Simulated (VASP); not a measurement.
Consider the following.

```xyz
3
Lattice="1.8037 -3.1241 0.0000 1.8037 3.1241 0.0000 0.0000 0.0000 6.9341" Properties=species:S:1:pos:R:3 pbc="T T T"
Zr     0.0000     0.0000     6.9341
S      1.8037     1.0414     1.4222
S      1.8037    -1.0414     5.5119
```

All values below come from TPSS meta-GGA, VASP's PBE PAW potentials (set 64) (plane waves; VASP 6.6.1). Numerical set-up: 520 eV cut-off, 7×7×3 Γ-centred mesh, Gaussian smearing of 0.050 eV, potentials Zr_sv S.

Without a dispersion term in the relaxation, distances and binding between the weakly bound layers, chains or molecules are unreliable, and so is what depends on them.

The ions and cell shape at fixed volume are relaxed. Which structure does the run end with?

```xyz
3
Lattice="1.8368 -3.1814 0.0000 1.8368 3.1814 0.0000 0.0000 0.0000 6.6866" Properties=species:S:1:pos:R:3 pbc="T T T"
Zr     0.0000     0.0000     6.6866
S      1.8368     1.0605     1.4545
S      1.8368    -1.0605     5.2320
```
Space group P-3m1 (164), at a tolerance of 0.03 Å.

How much energy does the relaxation gain?

The energy (σ→0) changes by -23.8 meV/atom, in 6 ionic steps.

The compound is ZrS2 in the 1T layered structure. This cell is one point of a volume scan, at 0.94 of the reference volume. Symmetry was kept, so distortions that lower it aren't found.
